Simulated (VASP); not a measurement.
Consider the following.

```
CELL_PARAMETERS angstrom
      3.86375     0.00000     0.00000
      0.00000     3.86375     0.00000
      0.00000     0.00000     3.86375
ATOMIC_POSITIONS crystal
  Sr 0.00000 0.00000 0.00000
  V  0.50000 0.50000 0.50000
  O  0.50000 0.00000 0.50000
  O  0.00000 0.50000 0.50000
  O  0.50000 0.50000 0.00000
```

Computed with PBE GGA, VASP's PBE PAW potentials (set 64) (plane waves; VASP). Run with 520 eV cut-off, 7×7×7 Γ-centred mesh, first-order Methfessel-Paxton smearing of 0.10 eV, potentials Sr_sv V_sv O.

### Question
Estimate the energy per atom (σ→0), band gap (on the k-mesh) with the smallest direct gap where there is one.

### Answer

```yaml
band gap (on the k-mesh): none (metal, semimetal or under 0.01 eV)
energy per atom (σ→0): -7.859 eV/atom
```

Total energies compare only between runs with the same potentials, cut-off and functional.

The compound is SrVO3 in the cubic perovskite structure. It was relaxed first. The start is the result of an earlier pass. The run is not spin-polarised, so no magnetic state was tried. The electron count is odd and the run is not spin-polarised, which forces a metal.
